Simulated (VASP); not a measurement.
VASP ran on this input.

INCAR:
```
IBRION = 2   ! conjugate gradients
ISIF = 3   ! ions, shape and volume
SYSTEM = KMgF3
SIGMA = 0.05   ! width (eV)
NELM = 100
LWAVE = F
LREAL = F   ! projection in real space or not
ENCUT = 520   ! plane-wave cut-off (eV)
EDIFFG = -0.02
PREC = Accurate
LCHARG = F
NSW = 60
ALGO = Normal   ! blocked Davidson
EDIFF = 1E-6
ISMEAR = 0
GGA = RP
LASPH = T   ! aspherical one-centre terms
```

### POSCAR
```
KMgF3
1
    4.1194708271    -0.0000000000    -0.0000000000
    0.0000000000     4.1194708271    -0.0000000000
   -0.0000000000     0.0000000000     4.1194708271
K Mg F
1 1 3
Direct
  0.0000000000   0.0000000000   0.0000000000
  0.5000000000   0.5000000000   0.5000000000
  0.5000000000   0.0000000000   0.5000000000
  0.0000000000   0.5000000000   0.5000000000
  0.5000000000   0.5000000000   0.0000000000
```

KPOINTS:
```
K-points
0
gamma
5 5 5
0 0 0
```

POTCAR, in this order: K_sv Mg F (PBE.64 set). Program: vasp_std.

**Question.** Write an equivalent input for Quantum ESPRESSO's pw.x.

**Answer.** One equivalent input (not run):
```
&CONTROL
  calculation = 'vc-relax'
  pseudo_dir = './pseudo'
  outdir = './out'
  tprnfor = .true.
  tstress = .true.
  nstep = 60
  forc_conv_thr = 0.00078
/
&SYSTEM
  ibrav = 0
  nat = 5
  ntyp = 3
  ecutwfc = 84
  occupations = 'smearing'
  smearing = 'gaussian'
  degauss = 0.003675
  input_dft = 'rpbe'
/
&ELECTRONS
  conv_thr = 7.3e-08
  electron_maxstep = 100
/
&IONS
/
&CELL
/
ATOMIC_SPECIES
  K 39.098 K.upf
  Mg 24.305 Mg.upf
  F 18.998 F.upf
CELL_PARAMETERS angstrom
     4.1194708   -0.0000000   -0.0000000
     0.0000000    4.1194708   -0.0000000
    -0.0000000    0.0000000    4.1194708
ATOMIC_POSITIONS crystal
  K    0.0000000  0.0000000  0.0000000
  Mg   0.5000000  0.5000000  0.5000000
  F    0.5000000  0.0000000  0.5000000
  F    0.0000000  0.5000000  0.5000000
  F    0.5000000  0.5000000  0.0000000
K_POINTS automatic
  5 5 5 0 0 0
```
What does not carry over: the potentials are each code's own (VASP's PAW set, PseudoDojo norm-conserving files in pw.x), so ENCUT and ecutwfc are chosen apart and not converted; conv_thr bounds pw.x's estimated SCF error, while EDIFF bounds the energy change between steps; forc_conv_thr acts on force components and is met together with etot_conv_thr.

The compound is KMgF3 in the cubic perovskite structure. This run relaxes it. Symmetry was kept, so distortions that lower it aren't found. The start is the result of an earlier pass.
